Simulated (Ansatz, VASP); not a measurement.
One calculation of Al3Pd, two programs

```
Pd Al
1.0
     3.94691    0.00000    0.00000
     0.00000    3.94691    0.00000
     0.00000    0.00000    3.94691
Pd Al
1 3
Direct
  0.00000 0.00000 0.00000
  0.50000 0.50000 0.00000
  0.50000 0.00000 0.50000
  0.00000 0.50000 0.50000
```

The cell comes from a database or a generator and needn't be the stable form of this composition.

Alike in both runs: task single point; functional PBEsol; k mesh 7 × 7 × 7; occupations fermi-dirac, width 0.05 eV; no spin polarisation.

|  | VASP | Ansatz |
| --- | --- | --- |
| version | VASP 6.6.1 | Ansatz 0.2.0 |
| potentials or method | VASP PAW PBE potentials, release 64 (Pd, Al) | Ansatz PAW |
| plane-wave cutoff (eV) | 520 | 420 |
| valence electrons in the cell | 19 | 27 |

VASP gave:

- gap on the k mesh at the Fermi level (eV): none
- pressure (GPa): -1.8

Q: What did Ansatz give for the same quantities?

A: gap on the k mesh at the Fermi level (eV): none; pressure (GPa): -1.9.

A gap of «none» marks a metal or a gap that the smearing closes. The functional is the same, so the differences come from potentials, cutoffs and numerics. The two sets of potentials don't hold the same shells in valence.

Caveats: the PAW data sets were made with another functional, which shifts forces and pressure a little (VASP); the PAW data sets come from PBE, with cores solved anew for the run's functional, which leaves a small shift of forces and pressure (Ansatz).
